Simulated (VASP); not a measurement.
# Sb2TeO5 (Fmmm) in VASP: relaxation of cell and atoms with PBE

Aim: the relaxation of cell and atoms of Sb2TeO5 with PBE.

All numbers are computed with VASP 6.6.1; they aren't measurements. Logs are shortened: lines on timing, memory, paths and dates and some standing lists are left out, and cuts for length are marked.

**1. The crystal as given**

The structure is orthorhombic, space group Fmmm (No. 69). Conventional cell: a = 7.918 Å, b = 8.250 Å, c = 10.194 Å, α = 90.00°, β = 90.00°, γ = 90.00°. Sb (site symmetry 2/m) has 4 O at 2.54 Å as nearest neighbours. Te (site symmetry mmm) is surrounded by 8 O at 3.05 Å and 4 Sb at 3.23 Å. O (site symmetry 2) has 1 O at 2.14 Å as nearest neighbours. O (site symmetry mmm) has 8 O at 3.05 Å and 4 Sb at 3.23 Å as nearest neighbours.

The cell was built by a generator and needn't be a form met in nature.

**2. Relaxation of cell and atoms, PBE**

INCAR reads:

```
SYSTEM = Sb2TeO5
PREC = Normal ; ENCUT = 520
EDIFF = 1E-4 ; ISMEAR = 0
SIGMA = 0.15 ; LREAL = .False.
LASPH = .True. ; NELM = 60
ALGO = Fast ; ISIF = 3
LWAVE = .False. ; LCHARG = .False.
GGA = PE ; IBRION = 2
NSW = 24 ; EDIFFG = -0.08
```

KPOINTS reads:

```
regular mesh
0
Gamma
  3 3 3
  0 0 0
```

POSCAR reads:

```
Sb2TeO5
1.0
    0.0000000000      4.1247968700      5.0968742000
    3.9589664400      0.0000000000      5.0968742000
    3.9589664400      4.1247968700      0.0000000000
Sb Te O
2 1 5
Direct
    0.5000000000      0.0000000000      0.5000000000
    0.0000000000      0.5000000000      0.0000000000
    0.5000000000      0.5000000000      0.5000000000
    0.6049026100      0.6049026100      0.8950973900
    0.8950973900      0.8950973900      0.6049026100
    0.3950973900      0.3950973900      0.1049026100
    0.1049026100      0.1049026100      0.3950973900
    0.0000000000      0.0000000000      0.0000000000
```

Potentials or basis: VASP PAW PBE potentials, release 64 (Sb, Te, O).

On the command line:

```bash
cat potpaw_PBE.64/Sb/POTCAR potpaw_PBE.64/Te/POTCAR potpaw_PBE.64/O/POTCAR > POTCAR
mpirun -np 1 vasp_std > vasp.out
```

OUTCAR:

```text
SYSTEM = Sb2TeO5
   PREC = Normal
   ENCUT = 520
   EDIFF = 1E-4
   ISMEAR = 0
   LREAL = .False.
   LASPH = .True.
   NELM = 60
   ISIF = 3
   GGA = PE
   IBRION = 2
   NSW = 24
   EDIFFG = -0.08

 ion  position               nearest neighbor table
   1  0.500  0.000  0.500-   4 2.54   5 2.54   6 2.54   7 2.54   3 3.23   3 3.23
   2  0.000  0.500  0.000-   4 2.54   5 2.54   6 2.54   7 2.54   3 3.23   3 3.23
   3  0.500  0.500  0.500-   1 3.23   2 3.23   1 3.23   2 3.23
   4  0.605  0.605  0.895-   1 2.54   2 2.54
   5  0.895  0.895  0.605-   1 2.54   2 2.54
   6  0.395  0.395  0.105-   1 2.54   2 2.54
   7  0.105  0.105  0.395-   1 2.54   2 2.54
   8  0.000  0.000  0.000-

  LATTYP: Found a face centered orthorhombic cell.
 ALAT       =     7.9179328800
 B/A-ratio  =     1.0418873038
 C/A-ratio  =     1.2874254625

  Lattice vectors:

 A1 = (   0.0000000000,   4.1247968700,   5.0968742000)
 A2 = (   3.9589664400,   0.0000000000,   5.0968742000)
 A3 = (   3.9589664400,   4.1247968700,   0.0000000000)

Analysis of symmetry for initial positions (statically):
=====================================================================
 Subroutine PRICEL returns:
 Original cell was already a primitive cell.

 Routine SETGRP: Setting up the symmetry group for a
 face centered orthorhombic supercell.

 Subroutine GETGRP returns: Found  8 space group operations
 (whereof  8 operations were pure point group operations)
 out of a pool of  8 trial point group operations.

The static configuration has the point symmetry D_2h.

Analysis of symmetry for dynamics (positions and initial velocities):
=====================================================================
 Subroutine PRICEL returns:
 Original cell was already a primitive cell.

 Routine SETGRP: Setting up the symmetry group for a
 face centered orthorhombic supercell.

 Subroutine GETGRP returns: Found  8 space group operations
 (whereof  8 operations were pure point group operations)
 out of a pool of  8 trial point group operations.

The dynamic configuration has the point symmetry D_2h.

 Subroutine INISYM returns: Found  8 space group operations
 (whereof  8 operations are pure point group operations),
 and found     1 'primitive' translations

----------------------------------------------------------------------------------------

                                     Primitive cell

  volume of cell :     166.4632

  direct lattice vectors                    reciprocal lattice vectors
     0.000000000  4.124796870  5.096874200    -0.126295589  0.121218090  0.098099341
     3.958966440  0.000000000  5.096874200     0.126295589 -0.121218090  0.098099341
     3.958966440  4.124796870  0.000000000     0.126295589  0.121218090 -0.098099341

  length of vectors
     6.556834284  6.453800577  5.717286462     0.200668588  0.200668588  0.200668588

  position of ions in fractional coordinates (direct lattice)
     0.500000000  1.000000000  0.500000000
     0.000000000  0.500000000  0.000000000
     0.500000000  0.500000000  0.500000000
     0.604902610  0.604902610  0.895097390
     0.895097390  0.895097390  0.604902610
     0.395097390  0.395097390  0.104902610
     0.104902610  0.104902610  0.395097390
     0.000000000  0.000000000  0.000000000

  ion indices of the primitive-cell ions
   primitive index   ion index
                 1           1
                 2           2
                 3           3
                 4           4
                 5           5
                 6           6
                 7           7
                 8           8

----------------------------------------------------------------------------------------

 KPOINTS: regular mesh

Automatic generation of k-mesh.
 Grid dimensions read from file:
 generate k-points for:    3    3    3

 Generating k-lattice:

  Cartesian coordinates                     Fractional coordinates (reciprocal lattice)
    -0.042098530  0.040406030  0.032699780     0.333333333  0.000000000  0.000000000
     0.042098530 -0.040406030  0.032699780    -0.000000000  0.333333333 -0.000000000
     0.042098530  0.040406030 -0.032699780     0.000000000  0.000000000  0.333333333

  Length of vectors
     0.066889529  0.066889529  0.066889529

  Shift w.r.t. Gamma in fractional coordinates (k-lattice)
     0.000000000  0.000000000  0.000000000

 Subroutine IBZKPT returns following result:
 ===========================================

 Found      8 irreducible k-points:

 Following reciprocal coordinates:
            Coordinates               Weight
  0.000000  0.000000  0.000000      1.000000
  0.333333  0.000000  0.000000      8.000000
  0.333333  0.333333  0.000000      2.000000
 -0.333333  0.333333 -0.000000      4.000000
  0.333333  0.000000  0.333333      2.000000
 -0.333333 -0.000000  0.333333      4.000000
  0.000000  0.333333  0.333333      2.000000
 -0.333333  0.333333  0.333333      4.000000
   k-points           NKPTS =      8   k-points in BZ     NKDIM =      8   number of bands    NBANDS=     28
   number of dos      NEDOS =    301   number of ions     NIONS =      8
   total plane-waves  NPLWV =  46080
   dimension x,y,z NGX =    40 NGY =   36 NGZ =   32
   dimension x,y,z NGXF=    80 NGYF=   72 NGZF=   64
   ions per type =               2   1   5
   NGX,Y,Z   is equivalent  to a cutoff of  10.14,  9.27,  9.30 a.u.
   NGXF,Y,Z  is equivalent  to a cutoff of  20.28, 18.55, 18.61 a.u.
 SYSTEM =  Sb2TeO5
   PREC   = normal    normal or accurate (medium, high low for compatibility)
   ISTART =      0    job   : 0-new  1-cont  2-samecut
   ICHARG =      2    charge: 1-file 2-atom 10-const
   ISPIN  =      1    spin polarized calculation?
   LNONCOLLINEAR =      F non collinear calculations
   LSORBIT =      F    spin-orbit coupling
   LASPH  =      T    aspherical Exc in radial PAW
   ENCUT  =  520.0 eV  38.22 Ry    6.18 a.u.  12.19 12.00 10.63*2*pi/ulx,y,z
   NELM   =     60;   NELMIN=  2; NELMDL= -5     # of ELM steps
   EDIFF  = 0.1E-03   stopping-criterion for ELM
   LREAL  =      F    real-space projection
   EDIFFG = -.8E-01   stopping-criterion for IOM
   NSW    =     24    number of steps for IOM
   IBRION =      2    ionic relax: 0-MD 1-quasi-New 2-CG
   NFREE  =      1    steps in history (QN), initial steepest desc. (CG)
   ISIF   =      3    stress and relaxation
   ISYM   =      2    0-nonsym 1-usesym 2-fastsym
   POTIM  = 0.5000    time-step for ionic-motion
   TEBEG  =    0.0;   TEEND  =   0.0 temperature during run
   PSTRESS=    0.0 pullay stress
   NELECT =      46.0000    total number of electrons
   NUPDOWN=      -1.0000    fix difference up-down
   EMIN   =  10.00;   EMAX   =-10.00  energy-range for DOS
   EFERMI =   0.00;   METHOD = LEGACY
   ISMEAR =     0;   SIGMA  =   0.15  broadening in eV -4-tet -1-fermi 0-gaus
   EFERMI_NEDOS =   21; number of points for ismear=-14 and -15
   IALGO  =     68    algorithm
   IMIX   =      4    mixing-type and parameters
     AMIX     =   0.40;   BMIX     =  1.00
     AMIX_MAG =   1.60;   BMIX_MAG =  1.00
  volume/ion in A,a.u.               =      20.81       140.42
  Fermi-wavevector in a.u.,A,eV,Ry     =   1.066321  2.015055 15.470378  1.137041
  Thomas-Fermi vector in A             =   2.201902
   LORBIT       =      0    0 simple, 1 ext, 2 COOP (PROOUT), +10 PAW based schemes
   GGA     = PE    functional components
   LHFCALC =     F    Hartree Fock is set to
   AEXX    =    0.0000 exact exchange contribution
   IVDW    =     0    specifies the selected vdW correction
   LEPSILON=     F    determine dielectric tensor
   LRPA    =     F    only Hartree local field effects (RPA)
 conjugate gradient relaxation of ions
 non-spin polarized calculation
 RMM-DIIS sequential band-by-band and
 Gauss-broadening in eV      SIGMA  =   0.15
  energy-cutoff  :      520.00
  volume of cell :      166.46
 maximum number of plane-waves:      4495
   NGX = 25   NGY = 23   NGZ = 21

--------------------------------------- Ionic step        1  -------------------------------------------

 number of electron      45.9999998 magnetization

 Free energy of the ion-electron system (eV)
  ---------------------------------------------------
  ext. energy  EPLUGINS =         0.00000000
  ---------------------------------------------------
  free energy    TOTEN  =       -30.43477923 eV

  energy without entropy =      -30.29248063  energy(sigma->0) =      -30.36362993

 E-fermi :   2.3781     XC(G=0):  -8.9870

 val. band max:        2.3668232864   @ k =   0.3333   0.0000   0.3333
 cond. band min:       2.3891811638   @ k =   0.0000   0.0000   0.0000
 fundamental gap:      0.0223578774
 Fermi energy:         2.3780934048

 k-point     1 :       0.0000    0.0000    0.0000
  band No.  band energies     occupation
      1     -14.7890      2.00000
      2     -14.3141      2.00000
      3     -13.6020      2.00000
      4     -13.3744      2.00000
      5     -12.7209      2.00000
      6      -8.4236      2.00000
[... 356 lines left out ...]
  FREE ENERGIE OF THE ION-ELECTRON SYSTEM (eV)
  ---------------------------------------------------
  free  energy   TOTEN  =       -33.7490020751 eV

  energy  without entropy=      -33.6632988557  energy(sigma->0) =      -33.70615047

 E-fermi :   5.4659     XC(G=0): -10.1129

 val. band max:        5.4529545531   @ k =   0.0000   0.0000   0.0000
 cond. band min:       5.5092908101   @ k =  -0.3333  -0.0000   0.3333
 fundamental gap:      0.0563362570
 Fermi energy:         5.4659178313

 k-point     1 :       0.0000    0.0000    0.0000
  band No.  band energies     occupation
      1     -14.3937      2.00000
      2     -13.1118      2.00000
      3     -12.5148      2.00000
      4     -11.6553      2.00000
      5      -9.7514      2.00000
      6      -5.8900      2.00000
[... 237 lines left out ...]
     27       7.2867      0.00000
     28       7.4580      0.00000

[... ionic steps 4 to 13 ...]

--------------------------------------- Ionic step       14  -------------------------------------------

 number of electron      46.0000012 magnetization

------------------------ aborting loop because EDIFF is reached ----------------------------------------

  FORCE on cell =-STRESS in cart. coord.  units (eV):
  Direction    XX          YY          ZZ          XY          YZ          ZX
  --------------------------------------------------------------------------------------
  -------------------------------------------------------------------------------------
  Total        0.1742113      0.4178734      0.8061022      0.0000000      0.0000000      0.0000000
  in kB        2.0810877      4.9918193      9.6295109      0.0000000      0.0000000      0.0000000
  external PRESSURE =       5.5674726 kB  Pullay stress =       0.0000000 kB
[... 69 lines left out ...]
  energy  without entropy=      -34.1013811314  energy(sigma->0) =      -34.14045925

--------------------------------------- Ionic step       16  -------------------------------------------

 number of electron      46.0000020 magnetization

 Free energy of the ion-electron system (eV)
  ---------------------------------------------------
  ext. energy  EPLUGINS =         0.00000000
  ---------------------------------------------------
  free energy    TOTEN  =       -34.18332016 eV

  energy without entropy =      -34.10864786  energy(sigma->0) =      -34.14598401

 E-fermi :   4.8483     XC(G=0):  -9.8285

 val. band max:        4.8374519593   @ k =   0.3333   0.3333   0.0000
 cond. band min:       4.9526438226   @ k =   0.3333   0.0000   0.3333
 fundamental gap:      0.1151918633
 Fermi energy:         4.8483336805

 k-point     1 :       0.0000    0.0000    0.0000
  band No.  band energies     occupation
      1     -15.1032      2.00000
      2     -13.4961      2.00000
      3     -13.4515      2.00000
      4     -11.9910      2.00000
      5     -10.2610      2.00000
      6      -6.2593      2.00000
[... 272 lines left out ...]
  FREE ENERGIE OF THE ION-ELECTRON SYSTEM (eV)
  ---------------------------------------------------
  free  energy   TOTEN  =       -34.1833201616 eV

  energy  without entropy=      -34.1086478572  energy(sigma->0) =      -34.14598401

 reached required accuracy - stopping structural energy minimisation
```

Run time: 5.8 min. Hardware: 1 thread of AMD EPYC 7R13 (Zen 3), shared host; peak memory 0.21 GiB.

What came out:

```yaml
Free_energy: -34.1833 eV
Relaxed_volume: 16.75 Å³/atom
Relaxed_cell: a = 5.563 Å, b = 6.053 Å, c = 5.701 Å, α = 56.39°, β = 65.00°, γ = 58.61°
Space_group_after_relaxing_to_0.05_Å: Fmmm (No. 69)
Energy_gained_by_relaxing: 468.6 meV/atom
Ionic_steps: 16
Pressure_after_relaxing: 0.2 GPa
Largest_force_after_relaxing: 0.030 eV/Å
Band_gap_on_the_k_mesh: none (metal or under the smearing width)
```

Forces in eV/Å, atoms in the order of the input:
```
Sb   0.000  0.000  0.000
Sb   0.000  0.000  0.000
Te   0.000  0.000  0.000
O    0.000  0.000 -0.030
O    0.000  0.000  0.030
O    0.000  0.000  0.030
O    0.000  0.000 -0.030
O    0.000  0.000  0.000
```

The path:
```
step  energy change (eV)  largest force (eV/Å)  pressure (GPa)  volume (Å³)
   1              0.0000                0.7000          -14.31       166.46
   2             -3.3047                0.7150           -0.13       125.22
   3             -3.3142                0.6911            1.06       123.67
   4             -3.4423                0.4304            1.22       124.86
   5             -3.5863                0.2421            1.95       127.31
   6             -3.6480                0.1473           -1.08       133.10
   7             -3.6491                0.1243           -1.90       134.70
   8             -3.6828                0.1630           -2.06       135.94
   9             -3.6996                0.2091           -1.97       137.03
  10             -3.6874                0.3678           -2.11       139.11
  11             -3.7023                0.2454           -2.12       137.64
  12             -3.7327                0.2714           -0.35       135.13
  13             -3.7348                0.2849            0.75       133.72
  14             -3.7354                0.2798            0.56       134.12
  15             -3.7448                0.1521            0.33       134.08
  16             -3.7485                0.0301            0.21       134.03
```

Final structure:
```xyz
8
Lattice="0.0000 3.6610 4.1883 4.3706 0.0000 4.1883 4.3706 3.6610 0.0000" Properties=species:S:1:pos:R:3 pbc="T T T"
Sb    2.1853    3.6610    2.0941
Sb    2.1853    0.0000    2.0941
Te    4.3706    3.6610    4.1883
O     6.5559    5.4915    5.1572
O     6.5559    5.4915    7.4075
O     2.1853    1.8305    3.2193
O     2.1853    1.8305    0.9690
O     0.0000    0.0000    0.0000
```

Caveat: the k mesh is coarse (spacing up to 0.42 Å⁻¹), so the values aren't converged; the volume moved by over 15 % at a fixed basis, so the end points are rough; the relaxation stopped at a loose force limit of 0.08 eV/Å, so its end isn't a converged minimum. The run has no spin-orbit coupling, so splittings on Sb, Te are missing.
